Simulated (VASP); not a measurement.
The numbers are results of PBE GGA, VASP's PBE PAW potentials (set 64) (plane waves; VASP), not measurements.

VASP input:

File KPOINTS:
```
Automatic
0
Gamma
  9 9 5
```

POSCAR:
```
BN
1.0
  1.2775625614  -2.2128034878   0.0000000000
  1.2775625614   2.2128034878   0.0000000000
  0.0000000000   0.0000000000   4.2254280639
B N
2 2
direct
  0.6666670000   0.3333330000   0.5002373476
  0.3333330000   0.6666670000   0.0002373476
  0.6666670000   0.3333330000   0.8747626524
  0.3333330000   0.6666670000   0.3747626524
```

**INCAR**
```
# general
SYSTEM  =  BN
PREC    =  Accurate
ENCUT   =  520
LREAL   =  F
LASPH   =  T

# electronic loop
EDIFF   =  1E-6
NELM    =  100
ALGO    =  Normal

# smearing
ISMEAR  =  0
SIGMA   =  0.05

# functional
GGA     =  PE

# ions
IBRION  =  2
NSW     =  60
ISIF    =  3
EDIFFG  =  -0.02

# output
LWAVE   =  F
LCHARG  =  F
```

POTCAR, in this order: B N (PBE.64 set). Program: vasp_std.

The resulting files:

File OSZICAR:
```
       N       E                     dE             d eps       ncg     rms          rms(c)
DAV:   1     0.497223692001E+02    0.49722E+02   -0.87597E+03   864   0.130E+03
DAV:   2    -0.342864411148E+02   -0.84009E+02   -0.78896E+02  1204   0.273E+02
DAV:   3    -0.367292436136E+02   -0.24428E+01   -0.24344E+01  1144   0.472E+01
DAV:   4    -0.367425199208E+02   -0.13276E-01   -0.13271E-01  1044   0.362E+00
DAV:   5    -0.367426707251E+02   -0.15080E-03   -0.15078E-03  1128   0.362E-01    0.940E+00
DAV:   6    -0.349975075608E+02    0.17452E+01   -0.47878E+00  1072   0.181E+01    0.451E+00
DAV:   7    -0.348620877632E+02    0.13542E+00   -0.22270E-01  1032   0.465E+00    0.270E+00
DAV:   8    -0.348332478187E+02    0.28840E-01   -0.72132E-02   952   0.252E+00    0.222E-01
DAV:   9    -0.348324360953E+02    0.81172E-03   -0.21176E-03  1124   0.483E-01    0.121E-01
DAV:  10    -0.348326779825E+02   -0.24189E-03   -0.39541E-04  1016   0.198E-01    0.262E-02
DAV:  11    -0.348326833750E+02   -0.53925E-05   -0.68238E-05  1108   0.719E-02    0.136E-02
DAV:  12    -0.348326843311E+02   -0.95605E-06   -0.95558E-06  1088   0.304E-02
   1 F= -.34832684E+02 E0= -.34832684E+02  d E =-.348327E+02
```

**OUTCAR**
```
------------------------ aborting loop because EDIFF is reached ----------------------------------------
  FORCE on cell =-STRESS in cart. coord.  units (eV):
  Direction    XX          YY          ZZ          XY          YZ          ZX
  --------------------------------------------------------------------------------------
  Total       -0.0037232     -0.0037232     -0.0071273     -0.0000000      0.0000000      0.0000000
  in kB       -0.2496868     -0.2496868     -0.4779830     -0.0000000      0.0000000      0.0000000
  external PRESSURE =      -0.3257855 kB  Pullay stress =       0.0000000 kB
  volume of cell :       23.89
      direct lattice vectors                 reciprocal lattice vectors
     1.277562561 -2.212803488  0.000000000     0.391370266 -0.225957706  0.000000000
     1.277562561  2.212803488  0.000000000     0.391370266  0.225957706  0.000000000
     0.000000000  0.000000000  4.225428064     0.000000000  0.000000000  0.236662413
  FREE ENERGIE OF THE ION-ELECTRON SYSTEM (eV)
  ---------------------------------------------------
  free  energy   TOTEN  =       -34.8326843311 eV

  energy  without entropy=      -34.8326843311  energy(sigma->0) =      -34.83268433

 reached required accuracy - stopping structural energy minimisation
```
(Selected blocks of OUTCAR.)

The compound is BN in the wurtzite structure, a metastable high-pressure form. It was relaxed first. The start is the result of an earlier pass.
